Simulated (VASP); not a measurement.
Level of theory: LDA (Ceperley-Alder, Perdew-Zunger), VASP's LDA PAW potentials (set 64) (plane waves; VASP).

VASP ran on this input.

**POSCAR**
```
CoAl
1.0
  2.7937808356   0.0000000000   0.0000000000
  0.0000000000   2.7937808356   0.0000000000
  0.0000000000   0.0000000000   2.7937808356
Al Co
1 1
Cartesian
  1.3968904178   1.3968904178   1.3968904178
  0.0000000000   0.0000000000   0.0000000000
```

### KPOINTS
```
Automatic mesh
0
Gamma
12 12 12
0 0 0
```

### INCAR
```
ALGO  =  Normal
EDIFF  =  1E-6
EDIFFG  =  -0.01
ENCUT  =  400
IBRION  =  2
ISIF  =  3
ISMEAR  =  1
LASPH  =  T
LCHARG  =  F
LMAXMIX  =  4
LREAL  =  F
LWAVE  =  F
NELM  =  100
NSW  =  60
PREC  =  Accurate
SIGMA  =  0.1
SYSTEM  =  CoAl
```

POTCAR, in this order: Al Co (LDA.64 set). Program: vasp_std.

Predict the energy per atom (σ→0), band gap (on the k-mesh).

```json
{
 "energy per atom (σ→0)": "-6.855 eV/atom",
 "band gap (on the k-mesh)": "none (metal, semimetal or under 0.01 eV)"
}
```

OSZICAR:
```
...
DAV:   7    -0.137473106609E+02    0.38009E+01   -0.28022E+01  1840   0.790E+01    0.196E+00
DAV:   8    -0.137270326731E+02    0.20278E-01   -0.20124E-01  1760   0.391E+00    0.118E+00
DAV:   9    -0.137108882195E+02    0.16144E-01   -0.41447E-02  2074   0.282E+00    0.294E-01
DAV:  10    -0.137104259865E+02    0.46223E-03   -0.99460E-04  2030   0.458E-01    0.143E-01
DAV:  11    -0.137104079402E+02    0.18046E-04   -0.28245E-05  2198   0.542E-02    0.196E-02
DAV:  12    -0.137104032173E+02    0.47229E-05   -0.15887E-05  1990   0.582E-02    0.601E-03
DAV:  13    -0.137104031302E+02    0.87074E-07   -0.44135E-07   876   0.689E-03
   1 F= -.13710403E+02 E0= -.13710341E+02  d E =-.137104E+02
```

The compound is CoAl in the CsCl type structure. It was relaxed first, which changed the volume by -7 %. The start is the result of an earlier pass. The run is not spin-polarised, so no magnetic state was tried.
